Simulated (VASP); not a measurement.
VASP input:

**INCAR**
```
NSW=60
LCHARG=F
LMAXMIX=4   ! l cut-off of mixed one-centre charges
NELM=100   ! most electronic steps
PREC=Accurate
LWAVE=F
ISIF=3   ! ions, shape and volume
ENCUT=400
SIGMA=0.05
SYSTEM=AgI
IBRION=2
ALGO=Normal   ! blocked Davidson
EDIFFG=-0.01
ISMEAR=0   ! Gaussian
LREAL=F   ! projection in real space or not
LASPH=T   ! aspherical one-centre terms
EDIFF=1E-6   ! SCF stop (eV)
```

**POSCAR**
```
AgI
1.0
  0.0000000000   3.2500000000   3.2500000000
  3.2500000000   0.0000000000   3.2500000000
  3.2500000000   3.2500000000   0.0000000000
Ag I
1 1
Cart
  0.0000000000   0.0000000000   0.0000000000
  1.6250000000   1.6250000000   1.6250000000
```

KPOINTS:
```
kpoints
0
gamma
6 6 6
0 0 0
```

POTCAR, in this order: Ag I (LDA.64 set). Program: vasp_std.

Question: Write an equivalent input for Quantum ESPRESSO's pw.x.

Answer: One equivalent input (not run):
```
&CONTROL
  calculation = 'vc-relax'
  pseudo_dir = './pseudo'
  outdir = './out'
  tprnfor = .true.
  tstress = .true.
  nstep = 60
  forc_conv_thr = 0.00039
/
&SYSTEM
  ibrav = 0
  nat = 2
  ntyp = 2
  ecutwfc = 86
  occupations = 'smearing'
  smearing = 'gaussian'
  degauss = 0.003675
  input_dft = 'pz'
/
&ELECTRONS
  conv_thr = 7.3e-08
  electron_maxstep = 100
/
&IONS
/
&CELL
/
ATOMIC_SPECIES
  Ag 107.868 Ag.upf
  I 126.904 I.upf
CELL_PARAMETERS angstrom
     0.0000000    3.2500000    3.2500000
     3.2500000    0.0000000    3.2500000
     3.2500000    3.2500000    0.0000000
ATOMIC_POSITIONS crystal
  Ag   0.0000000  0.0000000  0.0000000
  I    0.2500000  0.2500000  0.2500000
K_POINTS automatic
  6 6 6 0 0 0
```
The two are equivalent in intent, not identical: the potentials are each code's own (VASP's PAW set, PseudoDojo norm-conserving files in pw.x), so ENCUT and ecutwfc are chosen apart and not converted; conv_thr bounds pw.x's estimated SCF error, while EDIFF bounds the energy change between steps; forc_conv_thr acts on force components and is met together with etot_conv_thr.

The compound is AgI in the zinc blende structure, whereas wurtzite is the usual form. This run relaxes it. Symmetry was kept, so distortions that lower it aren't found.
